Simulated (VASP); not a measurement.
# Ca2Si3Ag in VASP: further runs

The runs below take Ca2Si3Ag through single point, with PBE.

Everything below comes from runs of VASP 6.6.1. Logs are shortened: lines on timing, memory, paths and dates and some standing lists are left out, and cuts for length are marked.

## Step 1: Starting point

The cell holds a amorphous, 12 atoms: a = 7.707 Å, b = 5.730 Å, c = 6.950 Å, α = 96.14°, β = 86.24°, γ = 77.71°.

The cell was built by a generator and needn't be a form met in nature.

## Step 2: Single point, PBE

The input, INCAR:

```
PREC = Accurate ; ENCUT = 520
EDIFF = 1E-6 ; ISMEAR = -1
SIGMA = 0.05 ; LREAL = F
LASPH = T ; NELM = 100
ALGO = Fast ; ISIF = 2
LWAVE = F ; LCHARG = F
GGA = PE ; NBANDS = 55
```

The input, KPOINTS:

```
Automatic mesh
0
Gamma
  2 3 2
```

The input, POSCAR:

```
Ca2Si3Ag
1.0
    7.4709490000      1.4503910000      1.2156190000
    0.0996690000      5.7217800000      0.2953480000
   -0.4322470000     -1.0902980000      6.8499120000
Ca Si Ag
4 6 2
Direct
    0.4791549173      0.6673789940      0.4927320420
    0.6687697524      0.0447417538      0.2488925982
    0.0213652139      0.8174771976      0.4910075903
    0.2343426476      0.2476778148      0.4089161259
    0.1019409367      0.2792238491      0.0274160391
    0.0576169401      0.8536247083      0.9131263880
    0.3730723221      0.8230660232      0.9304065940
    0.8025014992      0.2654019572      0.9114467445
    0.8116476531      0.3327013164      0.5507064942
    0.4275283623      0.4564826117      0.1067069436
    0.4959800186      0.1844717663      0.7421070371
    0.7384931378      0.7384173558      0.8230708104
```

Potentials or basis: VASP PAW PBE potentials, release 64 (Ca_sv, Si, Ag).

Launch:

```sh
> cat potpaw_PBE.64/Ca_sv/POTCAR potpaw_PBE.64/Si/POTCAR potpaw_PBE.64/Ag/POTCAR > POTCAR
> mpirun -np 1 vasp_std > vasp.out
```

OUTCAR:

```text
PREC = Accurate
   ENCUT = 520
   EDIFF = 1E-6
   ISMEAR = -1
   LREAL = F
   LASPH = T
   NELM = 100
   ISIF = 2
   GGA = PE

 ion  position               nearest neighbor table
   1  0.479  0.667  0.493-  10 2.91   9 2.94   7 3.08  12 3.19  11 3.30
   2  0.669  0.045  0.249-   9 2.94  10 2.98   8 3.01  12 3.23
   3  0.021  0.817  0.491-   6 2.95   9 3.02  12 3.20
   4  0.234  0.248  0.409-   5 2.91  10 2.99  11 3.17
   5  0.102  0.279  0.027-   8 2.51   6 2.58   4 2.91   7 2.96  10 2.96
   6  0.058  0.854  0.913-   7 2.41   5 2.58   8 2.73  12 2.77   3 2.95
   7  0.373  0.823  0.930-   6 2.41  10 2.52  12 2.79  11 2.85   5 2.96   1 3.08
   8  0.803  0.265  0.911-   5 2.51   9 2.58   6 2.73  12 2.79  11 2.81   2 3.01  10 3.04  12 3.16

   9  0.812  0.333  0.551-   8 2.58  12 2.77   1 2.94   2 2.94  11 3.02   3 3.02
  10  0.428  0.456  0.107-   7 2.52  11 2.79   1 2.91   5 2.96   2 2.98   4 2.99   8 3.04
  11  0.496  0.184  0.742-  10 2.79   8 2.81   7 2.85  12 2.96   9 3.02   4 3.17   1 3.30
  12  0.738  0.738  0.823-   9 2.77   6 2.77   7 2.79   8 2.79  11 2.96   8 3.16   1 3.19   3 3.20
                             2 3.23

  LATTYP: Found a triclinic cell.
 ALAT       =     5.7302644545
 B/A-ratio  =     1.8389071884
 C/A-ratio  =     1.2127879686
 COS(alpha) =     0.0101349325
 COS(beta)  =     0.1069336008
 COS(gamma) =     0.6995170974

  Lattice vectors:

 A1 = (   0.0996690000,   5.7217800000,   0.2953480000)
 A2 = (   7.5706180000,   7.1721710000,   1.5109670000)
 A3 = (   0.4322470000,   1.0902980000,  -6.8499120000)

Analysis of symmetry for initial positions (statically):
=====================================================================
 Subroutine PRICEL returns:
 Original cell was already a primitive cell.

 Routine SETGRP: Setting up the symmetry group for a
 triclinic supercell.

 Subroutine GETGRP returns: Found  1 space group operations
 (whereof  1 operations were pure point group operations)
 out of a pool of  2 trial point group operations.

The static configuration has the point symmetry C_1 .

Analysis of symmetry for dynamics (positions and initial velocities):
=====================================================================
 Subroutine PRICEL returns:
 Original cell was already a primitive cell.

 Routine SETGRP: Setting up the symmetry group for a
 triclinic supercell.

 Subroutine GETGRP returns: Found  1 space group operations
 (whereof  1 operations were pure point group operations)
 out of a pool of  2 trial point group operations.

The dynamic configuration has the point symmetry C_1 .

 Subroutine INISYM returns: Found  1 space group operations
 (whereof  1 operations are pure point group operations),
 and found     1 'primitive' translations

----------------------------------------------------------------------------------------

                                     Primitive cell

  volume of cell :     296.9188

  direct lattice vectors                    reciprocal lattice vectors
     7.470949000  1.450391000  1.215619000     0.133085882 -0.002729322  0.007963635
     0.099669000  5.721780000  0.295348000    -0.037924294  0.174124314  0.025322184
    -0.432247000 -1.090298000  6.849912000    -0.021982890 -0.007023368  0.143482193

  length of vectors
     7.706908756  5.730264455  6.949595787     0.133351868  0.179996505  0.145326236

  position of ions in fractional coordinates (direct lattice)
     0.479154917  0.667378994  0.492732042
     0.668769752  0.044741754  0.248892598
     0.021365214  0.817477198  0.491007590
     0.234342648  0.247677815  0.408916126
     0.101940937  0.279223849  0.027416039
     0.057616940  0.853624708  0.913126388
     0.373072322  0.823066023  0.930406594
     0.802501499  0.265401957  0.911446744
     0.811647653  0.332701316  0.550706494
     0.427528362  0.456482612  0.106706944
     0.495980019  0.184471766  0.742107037
     0.738493138  0.738417356  0.823070810

  ion indices of the primitive-cell ions
   primitive index   ion index
                 1           1
                 2           2
                 3           3
                 4           4
                 5           5
                 6           6
                 7           7
                 8           8
                 9           9
                10          10
                11          11
                12          12

----------------------------------------------------------------------------------------

 KPOINTS: Automatic mesh

Automatic generation of k-mesh.
 Grid dimensions read from file:
 generate k-points for:    2    3    2

 Generating k-lattice:

  Cartesian coordinates                     Fractional coordinates (reciprocal lattice)
     0.066542941 -0.001364661  0.003981817     0.500000000  0.000000000  0.000000000
    -0.012641431  0.058041438  0.008440728    -0.000000000  0.333333333 -0.000000000
    -0.010991445 -0.003511684  0.071741097    -0.000000000  0.000000000  0.500000000

  Length of vectors
     0.066675934  0.059998835  0.072663118

  Shift w.r.t. Gamma in fractional coordinates (k-lattice)
     0.000000000  0.000000000  0.000000000

 Subroutine IBZKPT returns following result:
 ===========================================

 Found      8 irreducible k-points:

 Following reciprocal coordinates:
            Coordinates               Weight
  0.000000  0.000000  0.000000      1.000000
  0.500000  0.000000  0.000000      1.000000
  0.000000  0.333333 -0.000000      2.000000
  0.500000  0.333333 -0.000000      2.000000
  0.000000  0.000000  0.500000      1.000000
  0.500000  0.000000  0.500000      1.000000
  0.000000  0.333333  0.500000      2.000000
  0.500000  0.333333  0.500000      2.000000
   k-points           NKPTS =      8   k-points in BZ     NKDIM =      8   number of bands    NBANDS=     55
   number of dos      NEDOS =    301   number of ions     NIONS =     12
   total plane-waves  NPLWV = 155520
   dimension x,y,z NGX =    60 NGY =   48 NGZ =   54
   dimension x,y,z NGXF=   120 NGYF=   96 NGZF=  108
   ions per type =               4   6   2
   NGX,Y,Z   is equivalent  to a cutoff of  12.94, 13.93, 12.92 a.u.
   NGXF,Y,Z  is equivalent  to a cutoff of  25.89, 27.85, 25.84 a.u.
 SYSTEM =  unknown system
   PREC   = accura    normal or accurate (medium, high low for compatibility)
   ISTART =      0    job   : 0-new  1-cont  2-samecut
   ICHARG =      2    charge: 1-file 2-atom 10-const
   ISPIN  =      1    spin polarized calculation?
   LNONCOLLINEAR =      F non collinear calculations
   LSORBIT =      F    spin-orbit coupling
   LASPH  =      T    aspherical Exc in radial PAW
   ENCUT  =  520.0 eV  38.22 Ry    6.18 a.u.  14.33 10.65 12.92*2*pi/ulx,y,z
   NELM   =    100;   NELMIN=  2; NELMDL= -5     # of ELM steps
   EDIFF  = 0.1E-05   stopping-criterion for ELM
   LREAL  =      F    real-space projection
   EDIFFG = 0.1E-04   stopping-criterion for IOM
   NSW    =      0    number of steps for IOM
   IBRION =     -1    ionic relax: 0-MD 1-quasi-New 2-CG
   NFREE  =      0    steps in history (QN), initial steepest desc. (CG)
   ISIF   =      2    stress and relaxation
   ISYM   =      2    0-nonsym 1-usesym 2-fastsym
   POTIM  = 0.5000    time-step for ionic-motion
   TEBEG  =    0.0;   TEEND  =   0.0 temperature during run
   PSTRESS=    0.0 pullay stress
   NELECT =      86.0000    total number of electrons
   NUPDOWN=      -1.0000    fix difference up-down
   EMIN   =  10.00;   EMAX   =-10.00  energy-range for DOS
   EFERMI =   0.00;   METHOD = LEGACY
   ISMEAR =    -1;   SIGMA  =   0.05  broadening in eV -4-tet -1-fermi 0-gaus
   EFERMI_NEDOS =   21; number of points for ismear=-14 and -15
   IALGO  =     68    algorithm
   IMIX   =      4    mixing-type and parameters
     AMIX     =   0.40;   BMIX     =  1.00
     AMIX_MAG =   1.60;   BMIX_MAG =  1.00
  volume/ion in A,a.u.               =      24.74       166.98
  Fermi-wavevector in a.u.,A,eV,Ry     =   1.083166  2.046887 15.963019  1.173249
  Thomas-Fermi vector in A             =   2.219225
   LORBIT       =      0    0 simple, 1 ext, 2 COOP (PROOUT), +10 PAW based schemes
   GGA     = PE    functional components
   LHFCALC =     F    Hartree Fock is set to
   AEXX    =    0.0000 exact exchange contribution
   IVDW    =     0    specifies the selected vdW correction
   LEPSILON=     F    determine dielectric tensor
   LRPA    =     F    only Hartree local field effects (RPA)
 non-spin polarized calculation
 RMM-DIIS sequential band-by-band and
  energy-cutoff  :      520.00
  volume of cell :      296.92
 maximum number of plane-waves:      8016
 NGX is ok and might be reduce to    60
   NGX = 29   NGY = 21   NGZ = 25

 number of electron      85.9999999 magnetization

 Free energy of the ion-electron system (eV)
  ---------------------------------------------------
  ext. energy  EPLUGINS =         0.00000000
  ---------------------------------------------------
  free energy    TOTEN  =       -42.71291895 eV

  energy without entropy =      -42.65037903  energy(sigma->0) =      -42.68164899

 E-fermi :   4.5710     XC(G=0):  -9.2650

 val. band max:        4.5328642151   @ k =   0.5000   0.3333   0.5000
 cond. band min:       4.6188274246   @ k =   0.0000   0.3333  -0.0000
 fundamental gap:      0.0859632095
 Fermi energy:         4.5709898439

 k-point     1 :       0.0000    0.0000    0.0000
  band No.  band energies     occupation
      1     -37.1845      2.00000
      2     -36.8285      2.00000
      3     -36.8011      2.00000
      4     -36.5492      2.00000
      5     -18.2936      2.00000
      6     -18.2736      2.00000
[... 47 lines left out ...]
     54       6.8761      0.00000
     55       7.0673      0.00000

 k-point     2 :       0.5000    0.0000    0.0000
  band No.  band energies     occupation
      1     -37.1845      2.00000
      2     -36.8290      2.00000
      3     -36.8007      2.00000
      4     -36.5492      2.00000
      5     -18.2929      2.00000
      6     -18.2746      2.00000
[... 47 lines left out ...]
     54       6.9006      0.00000
     55       7.0267      0.00000

 k-point     3 :       0.0000    0.3333   -0.0000
  band No.  band energies     occupation
      1     -37.1838      2.00000
      2     -36.8284      2.00000
      3     -36.8015      2.00000
      4     -36.5497      2.00000
      5     -18.3083      2.00000
      6     -18.2479      2.00000
[... 47 lines left out ...]
     54       6.7057      0.00000
     55       7.0930      0.00000

 k-point     4 :       0.5000    0.3333   -0.0000
  band No.  band energies     occupation
      1     -37.1838      2.00000
      2     -36.8285      2.00000
      3     -36.8014      2.00000
      4     -36.5497      2.00000
      5     -18.3058      2.00000
      6     -18.2463      2.00000
[... 47 lines left out ...]
     54       6.9621      0.00000
     55       7.0897      0.00000

 k-point     5 :       0.0000    0.0000    0.5000
  band No.  band energies     occupation
      1     -37.1845      2.00000
      2     -36.8285      2.00000
      3     -36.8011      2.00000
      4     -36.5492      2.00000
      5     -18.2936      2.00000
      6     -18.2736      2.00000
[... 47 lines left out ...]
     54       6.8944      0.00000
     55       7.0030      0.00000

 k-point     6 :       0.5000    0.0000    0.5000
  band No.  band energies     occupation
      1     -37.1845      2.00000
      2     -36.8290      2.00000
      3     -36.8007      2.00000
      4     -36.5492      2.00000
      5     -18.2930      2.00000
      6     -18.2747      2.00000
[... 47 lines left out ...]
     54       6.8196      0.00000
     55       7.0101      0.00000

 k-point     7 :       0.0000    0.3333    0.5000
  band No.  band energies     occupation
      1     -37.1838      2.00000
      2     -36.8284      2.00000
      3     -36.8015      2.00000
      4     -36.5497      2.00000
      5     -18.3084      2.00000
      6     -18.2479      2.00000
[... 47 lines left out ...]
     54       6.8553      0.00000
     55       7.0745      0.00000

 k-point     8 :       0.5000    0.3333    0.5000
  band No.  band energies     occupation
      1     -37.1838      2.00000
      2     -36.8285      2.00000
      3     -36.8014      2.00000
      4     -36.5497      2.00000
      5     -18.3058      2.00000
      6     -18.2463      2.00000
[... 47 lines left out ...]
     54       6.9006      0.00000
     55       7.1616      0.00000

------------------------ aborting loop because EDIFF is reached ----------------------------------------

  FORCE on cell =-STRESS in cart. coord.  units (eV):
  Direction    XX          YY          ZZ          XY          YZ          ZX
  --------------------------------------------------------------------------------------
  -------------------------------------------------------------------------------------
  Total       -3.7207041     -1.2342687     -5.2836709     -1.5698448     -1.5961049      4.0803836
  in kB      -20.0769596     -6.6601272    -28.5107455     -8.4708995     -8.6125991     22.0177943
  external PRESSURE =     -18.4159441 kB  Pullay stress =       0.0000000 kB

 VOLUME and BASIS-vectors are now :
 -----------------------------------------------------------------------------
  energy-cutoff  :      520.00
  volume of cell :      296.92
      direct lattice vectors                 reciprocal lattice vectors
     7.470949000  1.450391000  1.215619000     0.133085882 -0.002729322  0.007963635
     0.099669000  5.721780000  0.295348000    -0.037924294  0.174124314  0.025322184
    -0.432247000 -1.090298000  6.849912000    -0.021982890 -0.007023368  0.143482193

 POSITION                                       TOTAL-FORCE (eV/Angst)
 -----------------------------------------------------------------------------------
      3.43328      3.97633      4.15475         0.364293     -0.375082      0.801413
      4.89322      0.95461      2.53108         0.463074      0.336907     -0.770733
      0.02886      4.17307      3.63077        -0.772698     -0.111459     -0.206754
      1.59870      1.31121      3.15906        -0.557056     -0.348642      0.138476
      0.77758      1.71562      0.39419         0.072507     -0.253345     -0.278231
      0.12084      3.97224      6.57699        -0.296431      0.214521      0.696906
      2.46707      4.23608      7.06981         0.155496     -0.290172      0.701067
      5.62793      1.68876      7.29725         0.494563      0.216100     -0.794343
      5.85890      2.48042      4.85721         0.203754      0.152468      0.695690
      3.19342      3.11563      1.38547        -0.329240      0.615840     -0.997461
      3.40305      0.96575      5.74077         0.021157     -0.077250      0.033120
      5.23507      4.39877      6.75378         0.180580     -0.079884     -0.019149
 -----------------------------------------------------------------------------------
    total drift:                               -0.000641      0.002773      0.000624

  FREE ENERGIE OF THE ION-ELECTRON SYSTEM (eV)
  ---------------------------------------------------
  free  energy   TOTEN  =       -42.7129189457 eV

  energy  without entropy=      -42.6503790277  energy(sigma->0) =      -42.68164899
```

Wall time 8.4 min (1 thread of AMD EPYC 7R13 (Zen 3), shared host); peak memory 0.41 GiB.

What came out:

- Free energy: -42.7129 eV
- Pressure: -1.8 GPa
- Largest force: 1.218 eV/Å
- Band gap on the k mesh: none (metal or under the smearing width)

Forces in eV/Å, atoms in the order of the input:
```
Ca   0.364 -0.375  0.801
Ca   0.463  0.337 -0.771
Ca  -0.773 -0.111 -0.207
Ca  -0.557 -0.349  0.138
Si   0.073 -0.253 -0.278
Si  -0.296  0.215  0.697
Si   0.155 -0.290  0.701
Si   0.495  0.216 -0.794
Si   0.204  0.152  0.696
Si  -0.329  0.616 -0.997
Ag   0.021 -0.077  0.033
Ag   0.181 -0.080 -0.019
```

Caveat: the k mesh is coarse (spacing up to 0.46 Å⁻¹), so the values aren't converged.

## Step 3: Single point, PBE

The input, INCAR:

```
PREC = Accurate
ENCUT = 520
EDIFF = 1E-6
ISMEAR = -1
SIGMA = 0.05
LREAL = F
LASPH = T
NELM = 60
ALGO = Fast
ISIF = 2
LWAVE = F
LCHARG = T
GGA = PE
LELF = T
LVHAR = T
NBANDS = 55
```

The input, KPOINTS:

```
regular mesh
0
Gamma
  2 3 2
```

The input, POSCAR:

```
Ca2Si3Ag
1.0
    7.4709490000      1.4503910000      1.2156190000
    0.0996690000      5.7217800000      0.2953480000
   -0.4322470000     -1.0902980000      6.8499120000
Ca Si Ag
4 6 2
Direct
    0.4804204564      0.6589239826      0.4909369470
    0.6675528227      0.0444434446      0.2544187170
    0.0275856439      0.8164539464      0.4886745008
    0.2296657349      0.2517301710      0.4112965198
    0.1016059926      0.2774300462      0.0342127630
    0.0637478209      0.8469393530      0.9094182661
    0.3652470365      0.8194376787      0.9408960996
    0.8091005841      0.2638989225      0.9106893546
    0.8094014117      0.3368165439      0.5509114822
    0.4336744290      0.4557413720      0.1067903969
    0.4957701671      0.1842999740      0.7395716524
    0.7359063173      0.7433812241      0.8207891051
```

Potentials or basis: VASP PAW PBE potentials, release 64 (Ca_sv, Si, Ag).

Launch:

```sh
> cat potpaw_PBE.64/Ca_sv/POTCAR potpaw_PBE.64/Si/POTCAR potpaw_PBE.64/Ag/POTCAR > POTCAR
> mpirun -np 1 vasp_std > vasp.out
```

Wall time 9 min (1 thread of AMD EPYC 7R13 (Zen 3), shared host); peak memory 0.42 GiB.

The run converged. Its results:

```
Free energy            : -42.6116 eV
Pressure               : -1.6 GPa
Largest force          : 1.107 eV/Å
Band gap on the k mesh : none (metal or under the smearing width)
```

Forces in eV/Å, atoms in the order of the input:
```
Ca   0.240 -0.148  0.975
Ca   0.465  0.304 -0.833
Ca  -0.927 -0.013 -0.270
Ca  -0.401 -0.419  0.218
Si   0.064 -0.253 -0.347
Si  -0.752  0.185  0.501
Si   0.751 -0.062  0.669
Si   0.322  0.130 -0.802
Si   0.391  0.037  0.748
Si  -0.336  0.417 -0.969
Ag   0.010 -0.101  0.102
Ag   0.172 -0.076  0.008
```

Stress tensor (GPa, compression positive):
```
-1.39 -0.91  2.69
-0.91 -0.70 -0.79
 2.69 -0.79 -2.78
```

Levels at points of the mesh, in eV from the Fermi level:
| k point | band 41 | band 42 | band 43 | band 44 | band 45 | band 46 |
| --- | --- | --- | --- | --- | --- | --- |
| (0.00, 0.00, 0.00) | -0.68 | -0.47 | -0.14 | -0.08 | 0.44 | 0.53 |
| (0.50, 0.00, 0.00) | -0.92 | -0.32 | -0.09 | -0.07 | 0.25 | 0.48 |
| (0.00, 0.00, 0.50) | -0.88 | -0.57 | -0.27 | -0.17 | 0.32 | 0.55 |
| (0.50, 0.00, 0.50) | -1.01 | -0.50 | -0.36 | -0.18 | 0.40 | 0.62 |

Caveat: the k mesh is coarse (spacing up to 0.46 Å⁻¹), so the values aren't converged.
